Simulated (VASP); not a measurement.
VASP input:

INCAR:
```
SYSTEM = Co
PREC = Accurate
ENCUT = 400
EDIFF = 1E-6
NELM = 100
ALGO = Normal
LREAL = .FALSE.
LASPH = .TRUE.
ISMEAR = 1
SIGMA = 0.1
GGA = PE
LMAXMIX = 4
ISPIN = 2
MAGMOM = 1.8 1.8
LORBIT = 10
LWAVE = .FALSE.
LCHARG = .FALSE.
ISIF = 2
```

File KPOINTS:
```
Automatic mesh
0
Gamma
12 12 7
0 0 0
```

### POSCAR
```
Co
1
    1.2801000000     2.2171980000     0.0000000000
    1.2801000000    -2.2171980000     0.0000000000
    0.0000000000     0.0000000000     4.1514000000
Co
2
Direct
  0.6666670000   0.3333330000   0.2500000000
  0.3333330000   0.6666670000   0.7500000000
```

POTCAR, in this order: Co (PBE.64 set). Program: vasp_std.

Output of the run:

standard output:
```
 -----------------------------------------------------------------------------
|                                                                             |
|     EEEEEEE  RRRRRR   RRRRRR   OOOOOOO  RRRRRR      ###     ###     ###     |
|     E        R     R  R     R  O     O  R     R     ###     ###     ###     |
|     E        R     R  R     R  O     O  R     R     ###     ###     ###     |
|     EEEEE    RRRRRR   RRRRRR   O     O  RRRRRR       #       #       #      |
|     E        R   R    R   R    O     O  R   R                               |
|     E        R    R   R    R   O     O  R    R      ###     ###     ###     |
|     EEEEEEE  R     R  R     R  OOOOOOO  R     R     ###     ###     ###     |
|                                                                             |
|     ERROR: the triple product of the basis vectors is negative exchange     |
|     two basis vectors                                                       |
|                                                                             |
|       ---->  I REFUSE TO CONTINUE WITH THIS SICK JOB ... BYE!!! <----       |
|                                                                             |
 -----------------------------------------------------------------------------
```

Q: Read the log: what went wrong, and how is it fixed?

A: The cause: the lattice vectors form a left-handed set. VASP stops with an error: ERROR: the triple product of the basis vectors is negative exchange two basis vectors ----> I REFUSE TO CONTINUE WITH THIS SICK JOB ... BYE!!! <---- To mend it, correct POSCAR.
File POSCAR:
```
Co
1
    1.2801000000    -2.2171980000     0.0000000000
    1.2801000000     2.2171980000     0.0000000000
    0.0000000000     0.0000000000     4.1514000000
Co
2
Direct
  0.3333330000   0.6666670000   0.2500000000
  0.6666670000   0.3333330000   0.7500000000
```
The mended run (PBE GGA, plane waves, VASP's PBE PAW potentials (set 64)) converges, and its OSZICAR ends with
```
   1 F= -.13976178E+02 E0= -.13976248E+02  d E =0.209071E-03  mag=     3.3476
```

The compound is Co in the hcp structure. The cell was not relaxed at this level.
